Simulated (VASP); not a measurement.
Energy against volume of Tc (hcp). Method: RPBE GGA, VASP's PBE PAW potentials (set 64) (plane waves; VASP). Settings: 520 eV cut-off, 15×15×8 Γ-centred mesh, first-order Methfessel-Paxton smearing of 0.10 eV, potentials Tc_pv.

Shape and ions are relaxed at each volume.

```json
[
 {"V (Å³/atom)": "13.717", "E (eV/atom)": "-9.67626"},
 {"V (Å³/atom)": "14.155", "E (eV/atom)": "-9.71722"},
 {"V (Å³/atom)": "14.592", "E (eV/atom)": "-9.73025"},
 {"V (Å³/atom)": "15.030", "E (eV/atom)": "-9.71958"}
]
```

Problem. Fit these four points and predict the energy of the run at 15.468 Å³/atom.

Solution. A cubic in V^(−2/3), the third-order Birch-Murnaghan form, passes through the four points with V0 = 14.60 Å³/atom and B0 = 288 GPa, and gives -9.6887 eV/atom there. The run gave -9.6889 eV/atom, -0.2 meV/atom from the fit; all five points give B0 = 287 GPa.

The compound is Tc in the hcp structure. It was relaxed first.
